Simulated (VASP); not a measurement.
Li3Mg3H: single point with PBEsol

Li3Mg3H, a slab with vacuum:

```
CELL_PARAMETERS angstrom
6.02534 0.00000 0.00000
-1.03688 5.62948 0.00000
0.00000 0.00000 22.81050
ATOMIC_POSITIONS crystal
Li 0.12864 0.74753 0.17536
Li 0.62864 0.74753 0.17536
Li 0.25345 0.49680 0.27877
Li 0.75345 0.49680 0.27877
Li 0.35352 0.24944 0.38625
Li 0.85352 0.24944 0.38625
Mg 0.37864 0.24753 0.17536
Mg 0.87864 0.24753 0.17536
Mg 0.00440 0.99614 0.28274
Mg 0.50440 0.99614 0.28274
Mg 0.14644 0.73060 0.38601
Mg 0.64644 0.73060 0.38601
H 0.85352 0.08793 0.46209
H 0.85352 0.41095 0.46209
```

| Item | Value |
| --- | --- |
| Program | VASP 6.6.1 |
| Task | single point |
| Functional | PBEsol |
| Potentials or basis | VASP PAW PBE potentials, release 64 (Li_sv, Mg, H) |
| Cutoff | 520 eV |
| k mesh | 5 × 5 × 1 |
| Occupations | gaussian, width 0.1 eV |
| Spin | no spin polarisation |
| Dipole correction | yes |
| Further INCAR settings | ALGO = Fast; EDIFF = 1e-06; NBANDS = 29 |

```
Largest force                   : 0.928 eV/Å
Band gap on the k mesh          : none (metal or under the smearing width)
Work function of the upper face : 4.82 eV
Work function of the lower face : 3.73 eV
```

Forces in eV/Å, atoms in the order of the input:
```
Li   0.059 -0.001  0.002
Li   0.019 -0.024 -0.010
Li   0.002  0.000  0.060
Li   0.022  0.018 -0.009
Li  -0.012 -0.010  0.214
Li  -0.008 -0.003  0.704
Mg  -0.050  0.031 -0.057
Mg  -0.034  0.054 -0.021
Mg  -0.014 -0.035 -0.010
Mg   0.003 -0.016 -0.047
Mg  -0.333 -0.245  0.322
Mg   0.407  0.221  0.639
H   -0.146  0.087 -0.866
H    0.085 -0.076 -0.921
```

Levels at points of the mesh, in eV from the Fermi level:
```
           k point  band 14  band 15  band 16  band 17  band 18  band 19
(0.00, 0.00, 0.00)    -0.83    -0.39    -0.21    -0.14     0.52     0.85
```

Run time: 39 min on 1 thread of AMD EPYC 7R43 64-Core Processor (Zen 3) (shared host), peak memory 0.9 GiB.

Caveat: the PAW data sets were made with another functional, which shifts forces and pressure a little.
